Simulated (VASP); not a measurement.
Ag:

```xyz
1
Lattice="0.0000 2.0300 2.0300 2.0300 0.0000 2.0300 2.0300 2.0300 0.0000" Properties=species:S:1:pos:R:3 pbc="T T T"
Ag    0.0000    0.0000    0.0000
```

The cell was built by a generator and needn't be a form met in nature.

| Quantity | Value |
| --- | --- |
| Program | VASP 6.6.1 |
| Task | relaxation of cell and atoms |
| Functional | LDA |
| Potentials or basis | VASP PAW LDA potentials, release 64 (Ag) |
| Cutoff | 600 eV |
| k mesh | 18 × 18 × 18 |
| Occupations | methfessel-paxton, width 0.1 eV |
| Spin | no spin polarisation |

At the start: pressure -5.2 GPa; volume 16.73 Å³/atom.

Where does the relaxation end?

Over 3 steps the energy falls by 11.8 meV/atom and the volume is 16.04 Å³/atom (-4.1 %); space group Fm-3m (No. 225, to 0.05 Å).

Step by step:
```
step  energy change (eV)  largest force (eV/Å)  pressure (GPa)  volume (Å³)
   1              0.0000                0.0000           -5.22        16.73
   2             -0.0014                0.0000            5.86        15.44
   3             -0.0118                0.0000           -0.03        16.04
```

Final structure:
```
Ag
1.0
     0.00000    2.00181    2.00181
     2.00181    0.00000    2.00181
     2.00181    2.00181    0.00000
Ag
1
Direct
  0.00000 0.00000 0.00000
```
